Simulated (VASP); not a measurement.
Given:

```yaml
crystal:
  lattice:
    - [1.61098, -2.79029, 0.00000]
    - [1.61098, 2.79029, 0.00000]
    - [0.00000, 0.00000, 12.28740]
  atoms:
    - { symbol: Mo, position: [0.33333, 0.66667, 0.25000] }
    - { symbol: Mo, position: [0.66667, 0.33333, 0.75000] }
    - { symbol: Se, position: [0.33333, 0.66667, 0.88617] }
    - { symbol: Se, position: [0.66667, 0.33333, 0.38617] }
    - { symbol: Se, position: [0.66667, 0.33333, 0.11383] }
    - { symbol: Se, position: [0.33333, 0.66667, 0.61383] }
```

Level of theory: PBEsol GGA, VASP's PBE PAW potentials (set 64) (plane waves; VASP). Run with 500 eV cut-off, 8×8×2 Γ-centred mesh, Gaussian smearing of 0.050 eV, potentials Mo_sv Se.

Without a dispersion term in the relaxation, distances and binding between the weakly bound layers, chains or molecules are unreliable, and so is what depends on them.

Problem. Estimate the energy per atom (σ→0), pressure.

Solution. 
```
Quantity                       Result
---------------------  --------------
energy per atom (σ→0)  -7.186 eV/atom
pressure                     5.02 GPa
```

The compound is MoSe2 in the 2H layered structure. It was relaxed first under an external pressure of 5 GPa.
